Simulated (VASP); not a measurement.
# Cl3Si2H3 in VASP: a series of runs

Aim: see how the results for Cl3Si2H3 move with the level of theory and the settings. Levels: PBE, revPBE+D3(BJ). Tasks: electron localisation function, single point.

All numbers are computed with VASP 6.6.1; they aren't measurements. Logs are shortened: lines on timing, memory, paths and dates and some standing lists are left out, and cuts for length are marked.

## 1. The molecule as given

The cell holds a molecule in a box, 8 atoms: a = 13.000 Å, b = 13.000 Å, c = 14.000 Å, α = 90.00°, β = 90.00°, γ = 90.00°.

## 2. Electron localisation function, PBE

File INCAR:

```
PREC = Accurate ; ENCUT = 520
EDIFF = 1E-7 ; ISMEAR = 0
SIGMA = 0.01 ; LREAL = False
LASPH = True ; NELM = 80
ALGO = Normal ; ISIF = 2
LWAVE = False ; LCHARG = True
GGA = PE ; LELF = True
```

File KPOINTS:

```
regular mesh
0
Gamma
  1 1 1
```

File POSCAR:

```
Si2H3Cl3
1.0
   13.0000000000      0.0000000000      0.0000000000
    0.0000000000     13.0000000000      0.0000000000
    0.0000000000      0.0000000000     14.0000000000
Cl Si H
3 2 3
Direct
    0.3552000000      0.5436269200      0.6164571400
    0.4749846200      0.3576423100      0.4069071400
    0.4653307700      0.6073115400      0.3487500000
    0.5109615400      0.5421192300      0.5927000000
    0.5372769200      0.4997115400      0.4320000000
    0.5589615400      0.4642884600      0.6561071400
    0.5532692300      0.6455884600      0.6140428600
    0.6468000000      0.4961038500      0.4029857100
```

Potentials or basis: VASP PAW PBE potentials, release 64 (Cl, Si, H).

Started as:

```console
$ cat potpaw_PBE.64/Cl/POTCAR potpaw_PBE.64/Si/POTCAR potpaw_PBE.64/H/POTCAR > POTCAR
$ mpirun -np 1 vasp_gam > vasp.out
```

OUTCAR:

```text
PREC = Accurate
   ENCUT = 520
   EDIFF = 1E-7
   ISMEAR = 0
   LREAL = False
   LASPH = True
   NELM = 80
   ISIF = 2
   GGA = PE

 ion  position               nearest neighbor table
   1  0.355  0.544  0.616-   4 2.05
   2  0.475  0.358  0.407-   5 2.05
   3  0.465  0.607  0.349-   5 2.05
   4  0.511  0.542  0.593-   7 1.48   6 1.48   1 2.05   5 2.34
   5  0.537  0.500  0.432-   8 1.48   3 2.05   2 2.05   4 2.34
   6  0.559  0.464  0.656-   4 1.48
   7  0.553  0.646  0.614-   4 1.48
   8  0.647  0.496  0.403-   5 1.48

  LATTYP: Found a simple tetragonal cell.
 ALAT       =    13.0000000000
 C/A-ratio  =     1.0769230769

  Lattice vectors:

 A1 = (  13.0000000000,   0.0000000000,   0.0000000000)
 A2 = (   0.0000000000,  13.0000000000,   0.0000000000)
 A3 = (   0.0000000000,   0.0000000000,  14.0000000000)

Analysis of symmetry for initial positions (statically):
=====================================================================
 Subroutine PRICEL returns:
 Original cell was already a primitive cell.

 Routine SETGRP: Setting up the symmetry group for a
 simple tetragonal supercell.

 Subroutine GETGRP returns: Found  1 space group operations
 (whereof  1 operations were pure point group operations)
 out of a pool of 16 trial point group operations.

The static configuration has the point symmetry C_1 .

Analysis of symmetry for dynamics (positions and initial velocities):
=====================================================================
 Subroutine PRICEL returns:
 Original cell was already a primitive cell.

 Routine SETGRP: Setting up the symmetry group for a
 simple tetragonal supercell.

 Subroutine GETGRP returns: Found  1 space group operations
 (whereof  1 operations were pure point group operations)
 out of a pool of 16 trial point group operations.

The dynamic configuration has the point symmetry C_1 .

 Subroutine INISYM returns: Found  1 space group operations
 (whereof  1 operations are pure point group operations),
 and found     1 'primitive' translations

----------------------------------------------------------------------------------------

                                     Primitive cell

  volume of cell :    2366.0000

  direct lattice vectors                    reciprocal lattice vectors
    13.000000000  0.000000000  0.000000000     0.076923077  0.000000000  0.000000000
     0.000000000 13.000000000  0.000000000     0.000000000  0.076923077  0.000000000
     0.000000000  0.000000000 14.000000000     0.000000000  0.000000000  0.071428571

  length of vectors
    13.000000000 13.000000000 14.000000000     0.076923077  0.076923077  0.071428571

  position of ions in fractional coordinates (direct lattice)
     0.355200000  0.543626920  0.616457140
     0.474984620  0.357642310  0.406907140
     0.465330770  0.607311540  0.348750000
     0.510961540  0.542119230  0.592700000
     0.537276920  0.499711540  0.432000000
     0.558961540  0.464288460  0.656107140
     0.553269230  0.645588460  0.614042860
     0.646800000  0.496103850  0.402985710

  ion indices of the primitive-cell ions
   primitive index   ion index
                 1           1
                 2           2
                 3           3
                 4           4
                 5           5
                 6           6
                 7           7
                 8           8

----------------------------------------------------------------------------------------

 KPOINTS: regular mesh

Automatic generation of k-mesh.
 Grid dimensions read from file:
 generate k-points for:    1    1    1

 Generating k-lattice:

  Cartesian coordinates                     Fractional coordinates (reciprocal lattice)
     0.076923077  0.000000000  0.000000000     1.000000000  0.000000000  0.000000000
     0.000000000  0.076923077  0.000000000     0.000000000  1.000000000  0.000000000
     0.000000000  0.000000000  0.071428571     0.000000000  0.000000000  1.000000000

  Length of vectors
     0.076923077  0.076923077  0.071428571

  Shift w.r.t. Gamma in fractional coordinates (k-lattice)
     0.000000000  0.000000000  0.000000000

 Subroutine IBZKPT returns following result:
 ===========================================

 Found      1 irreducible k-points:

 Following reciprocal coordinates:
            Coordinates               Weight
  0.000000  0.000000  0.000000      1.000000
   k-points           NKPTS =      1   k-points in BZ     NKDIM =      1   number of bands    NBANDS=     21
   number of dos      NEDOS =    301   number of ions     NIONS =      8
   total plane-waves  NPLWV = ******
   dimension x,y,z NGX =    98 NGY =   98 NGZ =  108
   dimension x,y,z NGXF=   196 NGYF=  196 NGZF=  216
   ions per type =               3   2   3
   NGX,Y,Z   is equivalent  to a cutoff of  12.53, 12.53, 12.82 a.u.
   NGXF,Y,Z  is equivalent  to a cutoff of  25.06, 25.06, 25.65 a.u.
 SYSTEM =  unknown system
   PREC   = accura    normal or accurate (medium, high low for compatibility)
   ISTART =      0    job   : 0-new  1-cont  2-samecut
   ICHARG =      2    charge: 1-file 2-atom 10-const
   ISPIN  =      1    spin polarized calculation?
   LNONCOLLINEAR =      F non collinear calculations
   LSORBIT =      F    spin-orbit coupling
   LASPH  =      T    aspherical Exc in radial PAW
   ENCUT  =  520.0 eV  38.22 Ry    6.18 a.u.  24.17 24.17 26.03*2*pi/ulx,y,z
   NELM   =     80;   NELMIN=  2; NELMDL= -5     # of ELM steps
   EDIFF  = 0.1E-06   stopping-criterion for ELM
   LREAL  =      F    real-space projection
   EDIFFG = 0.1E-05   stopping-criterion for IOM
   NSW    =      0    number of steps for IOM
   IBRION =     -1    ionic relax: 0-MD 1-quasi-New 2-CG
   NFREE  =      0    steps in history (QN), initial steepest desc. (CG)
   ISIF   =      2    stress and relaxation
   ISYM   =      2    0-nonsym 1-usesym 2-fastsym
   POTIM  = 0.5000    time-step for ionic-motion
   TEBEG  =    0.0;   TEEND  =   0.0 temperature during run
   PSTRESS=    0.0 pullay stress
   NELECT =      32.0000    total number of electrons
   NUPDOWN=      -1.0000    fix difference up-down
   EMIN   =  10.00;   EMAX   =-10.00  energy-range for DOS
   EFERMI =   0.00;   METHOD = LEGACY
   ISMEAR =     0;   SIGMA  =   0.01  broadening in eV -4-tet -1-fermi 0-gaus
   EFERMI_NEDOS =   21; number of points for ismear=-14 and -15
   IALGO  =     38    algorithm
   IMIX   =      4    mixing-type and parameters
     AMIX     =   0.40;   BMIX     =  1.00
     AMIX_MAG =   1.60;   BMIX_MAG =  1.00
  volume/ion in A,a.u.               =     295.75      1995.82
  Fermi-wavevector in a.u.,A,eV,Ry     =   0.390050  0.737087  2.069973  0.152139
  Thomas-Fermi vector in A             =   1.331723
   LORBIT       =      0    0 simple, 1 ext, 2 COOP (PROOUT), +10 PAW based schemes
   GGA     = PE    functional components
   LHFCALC =     F    Hartree Fock is set to
   AEXX    =    0.0000 exact exchange contribution
   IVDW    =     0    specifies the selected vdW correction
   LEPSILON=     F    determine dielectric tensor
   LRPA    =     F    only Hartree local field effects (RPA)
 non-spin polarized calculation
 Gauss-broadening in eV      SIGMA  =   0.01
  energy-cutoff  :      520.00
  volume of cell :     2366.00
 maximum number of plane-waves:     31773
 NGX is ok and might be reduce to    98
   NGX = 49   NGY = 49   NGZ = 53

 number of electron      32.0000000 magnetization

 Free energy of the ion-electron system (eV)
  ---------------------------------------------------
  ext. energy  EPLUGINS =         0.00000000
  ---------------------------------------------------
  free energy    TOTEN  =       -30.94103056 eV

  energy without entropy =      -30.94103056  energy(sigma->0) =      -30.94103056

 E-fermi :  -6.5509     XC(G=0):  -0.9145

 val. band max:       -6.6237262716   @ k =   0.0000   0.0000   0.0000
 cond. band min:      -1.6875798771   @ k =   0.0000   0.0000   0.0000
 fundamental gap:      4.9361463946
 Fermi energy:        -6.5508651858

 k-point     1 :       0.0000    0.0000    0.0000
  band No.  band energies     occupation
      1     -20.9937      2.00000
      2     -20.5594      2.00000
      3     -20.3937      2.00000
      4     -13.8716      2.00000
      5     -12.4903      2.00000
      6     -10.0175      2.00000
      7      -9.8834      2.00000
      8      -9.3833      2.00000
      9      -9.2359      2.00000
     10      -9.1698      2.00000
     11      -8.1276      2.00000
     12      -7.9077      2.00000
     13      -7.7289      2.00000
     14      -7.6743      2.00000
     15      -7.4507      2.00000
     16      -6.6237      2.00000
     17      -1.6876      0.00000
     18      -1.1472      0.00000
     19      -0.5666      0.00000
     20      -0.2938      0.00000
     21       0.1139      0.00000

------------------------ aborting loop because EDIFF is reached ----------------------------------------

  FORCE on cell =-STRESS in cart. coord.  units (eV):
  Direction    XX          YY          ZZ          XY          YZ          ZX
  --------------------------------------------------------------------------------------
  -------------------------------------------------------------------------------------
  Total        0.8077701      0.8808915      0.6019978     -0.0009703     -0.0728369      0.0127239
  in kB        0.5469953      0.5965108      0.4076531     -0.0006571     -0.0493228      0.0086162
  external PRESSURE =       0.5170531 kB  Pullay stress =       0.0000000 kB

 VOLUME and BASIS-vectors are now :
 -----------------------------------------------------------------------------
  energy-cutoff  :      520.00
  volume of cell :     2366.00
      direct lattice vectors                 reciprocal lattice vectors
    13.000000000  0.000000000  0.000000000     0.076923077  0.000000000  0.000000000
     0.000000000 13.000000000  0.000000000     0.000000000  0.076923077  0.000000000
     0.000000000  0.000000000 14.000000000     0.000000000  0.000000000  0.071428571

 POSITION                                       TOTAL-FORCE (eV/Angst)
 -----------------------------------------------------------------------------------
      4.61760      7.06715      8.63040        -0.219486      0.009389      0.067280
      6.17480      4.64935      5.69670        -0.081212     -0.231660     -0.054199
      6.04930      7.89505      4.88250        -0.096265      0.172727     -0.155725
      6.64250      7.04755      8.29780         0.067583     -0.008483     -0.041932
      6.98460      6.49625      6.04800         0.060332      0.027366      0.102254
      7.26650      6.03575      9.18550         0.063885     -0.092663      0.091672
      7.19250      8.39265      8.59660         0.056962      0.129211      0.036455
      8.40840      6.44935      5.64180         0.148200     -0.005888     -0.045806
 -----------------------------------------------------------------------------------
    total drift:                                0.000049      0.000183     -0.000200

  FREE ENERGIE OF THE ION-ELECTRON SYSTEM (eV)
  ---------------------------------------------------
  free  energy   TOTEN  =       -30.9410305555 eV

  energy  without entropy=      -30.9410305555  energy(sigma->0) =      -30.94103056
```

Run time: 3.4 min. Hardware: 1 thread of Intel Xeon Platinum 8375C at 2.90GHz (Ice Lake), shared host; peak memory 1.7 GiB.

What came out:

```yaml
Free_energy: -30.9410 eV
Largest_force: 0.252 eV/Å
Gap_between_the_frontier_levels: 4.94 eV
```

Forces on the atoms (eV/Å):
```
Cl  -0.219  0.009  0.067
Cl  -0.081 -0.232 -0.054
Cl  -0.096  0.173 -0.156
Si   0.068 -0.008 -0.042
Si   0.060  0.027  0.102
H    0.064 -0.093  0.092
H    0.057  0.129  0.036
H    0.148 -0.006 -0.046
```

(Part 1 of 2 ends here.)
